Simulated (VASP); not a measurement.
CdS (wurtzite): the bulk modulus from VASP (plane waves, PAW) at several levels of theory. Static lattice, third-order Birch-Murnaghan fit over five volumes.  The measured value holds thermal and zero-point effects that the static calculation lacks.

```json
[
 {"level": "LDA", "bulk modulus (GPa)": "67.5", "error against measurement": "+11.2 %"},
 {"level": "PBE", "bulk modulus (GPa)": "53.1", "error against measurement": "-12.4 %"},
 {"level": "PBEsol", "bulk modulus (GPa)": "61.0", "error against measurement": "+0.5 %"},
 {"level": "SCAN", "bulk modulus (GPa)": "59.9", "error against measurement": "-1.4 %"},
 {"level": "r2SCAN", "bulk modulus (GPa)": "60.3", "error against measurement": "-0.7 %"}
]
```

Measured: 60.7 GPa (as given by Cormac Toher et al., Physical Review Materials (2017), arXiv:1611.05714).

The cell of the LDA run:

```cif
data_Cd2S2
_chemical_formula_sum 'Cd2 S2'
_space_group_name_H-M_alt 'P 1'
_space_group_IT_number 1
_cell_length_a 4.08851
_cell_length_b 4.08851
_cell_length_c 6.64606
_cell_angle_alpha 90.000
_cell_angle_beta 90.000
_cell_angle_gamma 120.000
loop_
_space_group_symop_operation_xyz
  'x, y, z'
loop_
_atom_site_label
_atom_site_type_symbol
_atom_site_fract_x
_atom_site_fract_y
_atom_site_fract_z
_atom_site_occupancy
Cd1 Cd 0.66667 0.33333 0.50005 1
Cd2 Cd 0.33333 0.66667 0.00005 1
S1 S 0.66667 0.33333 0.87695 1
S2 S 0.33333 0.66667 0.37695 1
```

Only levels that ran to the end are used. Left out are those held back, those with too coarse a band path, GW runs whose mesh misses a band edge, hybrids' fits of cells that aren't cubic and levels without matching references; a question may draw on a part of the rest.

The compound is CdS in the wurtzite structure.
